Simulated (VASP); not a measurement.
The system is Li.

```
Li
1.0
    -1.73925    1.73925    1.73925
     1.73925   -1.73925    1.73925
     1.73925    1.73925   -1.73925
Li
1
Cartesian
  0.0000 0.0000 0.0000
```

```yaml
Program: VASP 6.6.1
Task: relaxation of cell and atoms
Functional: PBEsol
Potentials_or_basis: VASP PAW PBE potentials, release 64 (Li_sv)
Cutoff: 600 eV
k_mesh: 16 × 16 × 16
Occupations: gaussian, width 0.1 eV
Spin: no spin polarisation
```

At the start: pressure -0.6 GPa; volume 21.05 Å³/atom.

Q: Where does the relaxation end?

A: Over 3 steps the energy falls by 2.0 meV/atom and the volume is 20.08 Å³/atom (-4.6 %); space group Im-3m (No. 229, to 0.05 Å).

Step by step:
```
step  energy change (eV)  largest force (eV/Å)  pressure (GPa)  volume (Å³)
   1              0.0000                0.0000           -0.61        21.05
   2             -0.0008                0.0000           -0.48        20.80
   3             -0.0020                0.0000           -0.03        20.08
```

Final structure:
```
CELL_PARAMETERS angstrom
-1.71221 1.71221 1.71221
1.71221 -1.71221 1.71221
1.71221 1.71221 -1.71221
ATOMIC_POSITIONS crystal
Li 0.00000 0.00000 0.00000
```

Caveat: the cutoff is under 1.25 times the usual one of these potentials, so pressure, stress and relaxed cells hold a basis-set (Pulay) error; the PAW data sets were made with another functional, which shifts forces and pressure a little.
